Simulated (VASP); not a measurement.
VASP ran on this input.

KPOINTS:
```
Automatic mesh
0
Gamma
10 10 5
0 0 0
```

**INCAR**
```
SYSTEM = BP
PREC = Accurate; ENCUT = 520; LREAL = F
LASPH = T
EDIFF = 1E-6; NELM = 100; ALGO = Normal
ISMEAR = 0; SIGMA = 0.05
GGA = PS
IBRION = 2; NSW = 60; ISIF = 3
EDIFFG = -0.01
LWAVE = F; LCHARG = F
```

File POSCAR:
```
BP
1
    2.8650000000     0.0000000000     0.0000000000
   -1.4325000000     2.4811630000     0.0000000000
    0.0000000000     0.0000000000     4.7750000000
B P
2 2
Direct
  0.0000000000   0.0000000000   0.0000000000
  0.0000000000   0.0000000000   0.5000000000
  0.3333330000   0.6666670000   0.2500000000
  0.6666670000   0.3333330000   0.7500000000
```

POTCAR, in this order: B P (PBE.64 set). Program: vasp_std.

Problem. Write an equivalent input for Ansatz.

Solution. One equivalent input (not run):
Ansatz 0.2 input:
```yaml
crystal:
  lattice:
    - [2.8650000, 0.0000000, 0.0000000]
    - [-1.4325000, 2.4811630, 0.0000000]
    - [0.0000000, 0.0000000, 4.7750000]
  atoms:
    - { symbol: B, position: [0.0000000, 0.0000000, 0.0000000] }
    - { symbol: B, position: [0.0000000, 0.0000000, 0.5000000] }
    - { symbol: P, position: [0.3333330, 0.6666670, 0.2500000] }
    - { symbol: P, position: [0.6666670, 0.3333330, 0.7500000] }
kpoints:
  mp_grid: { grid: [10, 10, 5] }
hamiltonian:
  xc: pbesol
  pseudopotentials: { kind: paw }
scf:
  occupations: { method: gaussian, width: 0.05 }
  max_iter: 100
relax:
  max_steps: 60
  f_tol: 0.01
  cell: {}
output: { forces: true, stress: true, eigenvalues: true }
```
The two are equivalent in intent, not identical: each code has its own PAW files, so the cut-off isn't converted (ENCUT is set for VASP's; basis.ecutwfc is left out, and Ansatz then takes the one that its files recommend); Ansatz stops its SCF on the density residual and VASP on the energy change (EDIFF).

The structure was generated: BP was put into the NiAs type type (P6_3/mmc), which need not be its known phase. This run relaxes it. Symmetry was kept, so distortions that lower it aren't found.
